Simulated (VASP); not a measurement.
Here is the system:

```yaml
crystal:
  lattice:
    - [4.86357, 0.00000, 0.00000]
    - [0.00000, 4.86357, 0.00000]
    - [0.00000, 0.00000, 3.30006]
  atoms:
    - { symbol: Mn, position: [0.00000, 0.00000, 0.00000], spin: 4.5 }
    - { symbol: Mn, position: [0.50000, 0.50000, 0.50000], spin: -4.5 }
    - { symbol: F, position: [0.30313, 0.30313, 0.00000] }
    - { symbol: F, position: [0.80313, 0.19687, 0.50000] }
    - { symbol: F, position: [0.19687, 0.80313, 0.50000] }
    - { symbol: F, position: [0.69687, 0.69687, 0.00000] }
```

The numbers are results of vdW-DF-cx, VASP's PBE PAW potentials (set 64) (plane waves; VASP), not measurements. Settings: 520 eV cut-off, Gaussian smearing of 0.050 eV, potentials Mn_pv F.

Problem. Estimate the cell moment, band gap (along the path) with the smallest direct gap where there is one.

Solution. 
```yaml
band gap (along the path): 2.29 eV
smallest direct gap (along the path): 2.38 eV
cell_moment: 0.00 μB
```

Only differences to runs with the same potentials and settings are physical.

The compound is MnF2 in the rutile structure. It was relaxed first.
